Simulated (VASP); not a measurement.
Runs of VASP 6.6.1 on Ti. It takes space group P6_3/mmc (No. 194, hexagonal). The conventional cell has a = 2.950 Å, b = 2.950 Å, c = 4.680 Å, α = 90.00°, β = 90.00°, γ = 120.00°. Ti (site symmetry -6m2) is surrounded by 12 Ti at 2.89 to 2.95 Å. 

```csv
level,potentials or basis,k mesh,cutoff (eV),gap on the mesh (eV),pressure (GPa)
PBEsol,"VASP PAW PBE potentials, release 64 (Ti)",13 × 13 × 7,500,none,-7.1
r2SCAN,"VASP PAW PBE potentials, release 64 (Ti_sv)",13 × 13 × 7,520,none,-1.8
PBE,"VASP PAW PBE potentials, release 64 (Ti_sv)",13 × 13 × 7,520,none,-1.8
PBEsol,"VASP PAW PBE potentials, release 64 (Ti_sv)",13 × 13 × 7,700,none,-5.9
PBEsol,"VASP PAW PBE potentials, release 64 (Ti_sv)",13 × 13 × 7,600,none,-5.9
PBEsol,"VASP PAW PBE potentials, release 64 (Ti_sv)",18 × 18 × 10,520,none,(a)
```

Alike in all rows: task electric field gradients; no spin polarisation; cell as given; smearing fermi-dirac 0.05 eV.

Q: Estimate the missing entries.

A: (a) -6.0.

Caveats: the PAW data sets were made with another functional, which shifts forces and pressure a little (some runs).

A gap of «none» marks a metal or a gap under the smearing width.

The runs don't all hold the same shells in valence.
